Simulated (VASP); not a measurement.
Input:

Space group Pm-3m (No. 221); a = b = c = 4.0146 Å, α = β = γ = 90.00°

```tsv
atom	site	symmetry	x	y	z
K	1a	m-3m	0.0000	0.0000	0.0000
Mg	1b	m-3m	0.5000	0.5000	0.5000
F	3c	4/mm.m	0.0000	0.5000	0.5000
```

All values below come from PBE GGA with D3 dispersion (Becke-Johnson damping), VASP's PBE PAW potentials (set 64) (plane waves; VASP 6.6.1). Numerical set-up: 520 eV cut-off, 6×6×6 Γ-centred mesh, Gaussian smearing of 0.050 eV, potentials K_sv Mg F.

Problem. Give the energy at these volumes per atom, relative to the lowest: 12.08, 12.47, 12.85, 13.24, 13.63 Å³.

Solution. 14.2, 4.0, 0.0, 1.3, 7.1 meV/atom. A third-order Birch-Murnaghan fit gives B0 = 71.1 GPa and B0′ = 4.6.

The compound is KMgF3 in the cubic perovskite structure. It was relaxed first.
